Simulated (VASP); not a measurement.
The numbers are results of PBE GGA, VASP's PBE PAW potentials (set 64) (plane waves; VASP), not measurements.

VASP ran on this input.

### POSCAR
```
LiZn35O35
1
    4.9323206973    -8.5430314063     0.0000000000
    4.9323206973     8.5430314063     0.0000000000
    0.0000000000     0.0000000000    10.5847754337
Zn O Li
35 35 1
Direct
  0.2222220000   0.1111110000   0.2500000000
  0.1111110000   0.2222220000   0.0000000000
  0.2222220000   0.1111110000   0.7500000000
  0.1148620000   0.2203350000   0.5005650000
  0.2210200000   0.4465620000   0.2481420000
  0.1111110000   0.5555560000   0.0000000000
  0.2222220000   0.4444440000   0.7500000000
  0.1123420000   0.5574720000   0.4986710000
  0.2222220000   0.7777780000   0.2500000000
  0.1111110000   0.8888890000   0.0000000000
  0.2222220000   0.7777780000   0.7500000000
  0.1111110000   0.8888890000   0.5000000000
  0.5555560000   0.1111110000   0.2500000000
  0.4444440000   0.2222220000   0.0000000000
  0.5555560000   0.1111110000   0.7500000000
  0.4444440000   0.2222220000   0.5000000000
  0.5555560000   0.4444440000   0.2500000000
  0.4444440000   0.5555560000   0.0000000000
  0.5555560000   0.4444440000   0.7500000000
  0.5555560000   0.7777780000   0.2500000000
  0.4444440000   0.8888890000   0.0000000000
  0.5555560000   0.7777780000   0.7500000000
  0.4444440000   0.8888890000   0.5000000000
  0.8888890000   0.1111110000   0.2500000000
  0.7777780000   0.2222220000   0.0000000000
  0.8888890000   0.1111110000   0.7500000000
  0.7777780000   0.2222220000   0.5000000000
  0.8888890000   0.4444440000   0.2500000000
  0.7777780000   0.5555560000   0.0000000000
  0.8888890000   0.4444440000   0.7500000000
  0.7777780000   0.5555560000   0.5000000000
  0.8888890000   0.7777780000   0.2500000000
  0.7777780000   0.8888890000   0.0000000000
  0.8888890000   0.7777780000   0.7500000000
  0.7777780000   0.8888890000   0.5000000000
  0.2222220000   0.1111110000   0.4410000000
  0.1111110000   0.2222220000   0.1910000000
  0.2222220000   0.1111110000   0.9410000000
  0.1111110000   0.2222220000   0.6910000000
  0.1111110000   0.5555560000   0.1910000000
  0.2222220000   0.4444440000   0.9410000000
  0.1111110000   0.5555560000   0.6910000000
  0.2222220000   0.7777780000   0.4410000000
  0.1111110000   0.8888890000   0.1910000000
  0.2222220000   0.7777780000   0.9410000000
  0.1111110000   0.8888890000   0.6910000000
  0.5555560000   0.1111110000   0.4410000000
  0.4444440000   0.2222220000   0.1910000000
  0.5555560000   0.1111110000   0.9410000000
  0.4444440000   0.2222220000   0.6910000000
  0.5555560000   0.4444440000   0.4410000000
  0.4444440000   0.5555560000   0.1910000000
  0.5555560000   0.4444440000   0.9410000000
  0.4444440000   0.5555560000   0.6910000000
  0.5555560000   0.7777780000   0.4410000000
  0.4444440000   0.8888890000   0.1910000000
  0.5555560000   0.7777780000   0.9410000000
  0.4444440000   0.8888890000   0.6910000000
  0.8888890000   0.1111110000   0.4410000000
  0.7777780000   0.2222220000   0.1910000000
  0.8888890000   0.1111110000   0.9410000000
  0.7777780000   0.2222220000   0.6910000000
  0.8888890000   0.4444440000   0.4410000000
  0.7777780000   0.5555560000   0.1910000000
  0.8888890000   0.4444440000   0.9410000000
  0.7777780000   0.5555560000   0.6910000000
  0.8888890000   0.7777780000   0.4410000000
  0.7777780000   0.8888890000   0.1910000000
  0.8888890000   0.7777780000   0.9410000000
  0.7777780000   0.8888890000   0.6910000000
  0.4471300000   0.5616480000   0.4998570000
```

File KPOINTS:
```
Automatic mesh
0
Gamma
1 1 1
0 0 0
```

### INCAR
```
# general
SYSTEM =LiZn35O35
PREC   =Normal
ENCUT  =400
LREAL  =Auto
LASPH  =.TRUE.   # aspherical one-centre terms
ISYM   =0

# electronic loop
EDIFF  =1E-5
NELM   =100
NELMIN =4
ALGO   =Fast   # Davidson, then RMM-DIIS
LMAXMIX=4

# smearing
ISMEAR =0   # Gaussian
SIGMA  =0.05   # width (eV)

# functional
GGA    =PE   # PBE

# spin
ISPIN  =2
MAGMOM =71*0.0423
NUPDOWN=3

# ions
IBRION =2
NSW    =70
ISIF   =2   # forces and stress, cell fixed
EDIFFG =-0.03   # ionic stop

# output
LWAVE  =.TRUE.
LCHARG =.FALSE.
LORBIT =10
```

POTCAR, in this order: Zn O Li (PBE.64 set). Program: vasp_gam.

Problem. What will the output report for the number of irreducible k-points (NKPTS), largest plane-wave count, FFT grid (NGX, NGY, NGZ)?

Solution. 
| Item | Value |
|---|---|
| number of irreducible k-points (NKPTS) | 1 |
| largest plane-wave count | 8073 |
| FFT grid (NGX, NGY, NGZ) | 48 × 48 × 54 |

The cell is a supercell with a defect, built from ZnO (wurtzite): Li_Zn-vac_O.
